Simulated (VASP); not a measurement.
Wanted: the native input for a VASP 6.6.1 run.

| Property | Result |
| --- | --- |
| Task | single point |
| Functional | PBEsol |
| Potentials or basis | VASP PAW PBE potentials, release 64 (Li_sv, Mg, H) |
| Cutoff | 520 eV |
| k mesh | 5 × 5 × 1 |
| Occupations | gaussian, width 0.1 eV |
| Spin | no spin polarisation |
| Dipole correction | yes |
| Further INCAR settings | ALGO = Fast; EDIFF = 1e-06; NBANDS = 29 |

The structure of Li3Mg3H lies in POSCAR:

```
Li3Mg3H
1.0
    6.0253439304      0.0000000000      0.0000000000
   -1.0368797563      5.6294765090      0.0000000000
    0.0000000000      0.0000000000     22.8105013686
Li Mg H
6 6 2
Direct
    0.1286395062      0.7475285953      0.1753578291
    0.6286395062      0.7475285953      0.1753578291
    0.2534479804      0.4968013262      0.2787670020
    0.7534479804      0.4968013262      0.2787670020
    0.3535206334      0.2494386221      0.3862475983
    0.8535206334      0.2494386221      0.3862475983
    0.3786395062      0.2475285953      0.1753578291
    0.8786395062      0.2475285953      0.1753578291
    0.0044038362      0.9961396828      0.2827426523
    0.5044038362      0.9961396828      0.2827426523
    0.1464402521      0.7305985905      0.3860054452
    0.6464402521      0.7305985905      0.3860054452
    0.8535206334      0.1691649793      0.4761184857
    0.8535206334      0.3297122648      0.4761184857
```

One way to write it, as run:

INCAR

```
  PREC = Accurate
  ENCUT = 520
  EDIFF = 1E-6
  ISMEAR = 0
  SIGMA = 0.1
  LREAL = F
  LASPH = T
  NELM = 100
  ALGO = Fast
  ISIF = 2
  LWAVE = F
  LCHARG = F
  LDIPOL = T
  IDIPOL = 3
  DIPOL = 0.5 0.5 0.309
  GGA = PS
  NBANDS = 29
```

KPOINTS

```
Automatic mesh
0
Gamma
  5 5 1
```

Potentials or basis: VASP PAW PBE potentials, release 64 (Li_sv, Mg, H).

The run is started by

```sh
$ cat potpaw_PBE.64/Li_sv/POTCAR potpaw_PBE.64/Mg/POTCAR potpaw_PBE.64/H/POTCAR > POTCAR
$ mpirun -np 1 vasp_std > vasp.out
```

It gave:

The largest force is 2.462 eV/Å and the band gap on the k mesh is none (metal or under the smearing width).

Caveat: the PAW data sets were made with another functional, which shifts forces and pressure a little.

Run time: 31 min on 1 thread of AMD EPYC 7R43 64-Core Processor (Zen 3) (shared host), peak memory 0.92 GiB.
